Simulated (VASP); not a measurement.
# Hg$_{3}$ZnS$_{4}$ (ordered alloy cell): computed properties

These are PBEsol GGA, VASP's PBE PAW potentials (set 64) (plane waves; VASP 6.6.1) values and carry that method's errors.

| Property | Value |
|---|---|
| space group | Amm2 (38) |
| cell | a = 4.054 Å, b = 8.141 Å, c = 11.545 Å, α = 90.00°, β = 90.00°, γ = 90.00° |
| volume per atom | 23.81 Å³/atom |
| band gap (over mesh and band path) | none (metal, semimetal or under 0.01 eV) |
| density | 6.93 g/cm³ |

```cif
data_Hg6S8Zn2
_chemical_formula_sum 'Zn2 S8 Hg6'
_space_group_name_H-M_alt 'Amm2'
_space_group_IT_number 38
_space_group_name_Hall 'A 2 -2'
_cell_length_a 4.05356
_cell_length_b 8.14060
_cell_length_c 11.54485
_cell_angle_alpha 90.000
_cell_angle_beta 90.000
_cell_angle_gamma 90.000
loop_
_atom_site_label
_atom_site_type_symbol
_atom_site_symmetry_multiplicity
_atom_site_Wyckoff_symbol
_atom_site_fract_x
_atom_site_fract_y
_atom_site_fract_z
_atom_site_occupancy
Zn1 Zn 2 b 0.50000 0.50000 0.49910 1
S1 S 2 a 0.00000 0.00000 0.88872 1
S2 S 4 e 0.50000 0.23493 0.11720 1
S3 S 2 a 0.00000 0.00000 0.37457 1
Hg1 Hg 4 d 0.00000 0.25471 0.25013 1
Hg2 Hg 2 b 0.50000 0.50000 0.00295 1
```
(The calculation used a cell of 8 atoms; values per cell refer to that cell.)

Unless said otherwise, spin-orbit coupling is left out, though it shifts the bands of the heavy elements here.

The structure was generated: Hg3ZnS4 was put into an ordered model structure (Amm2), which need not be its known phase. It was relaxed first. Symmetry was kept, so distortions that lower it aren't found.
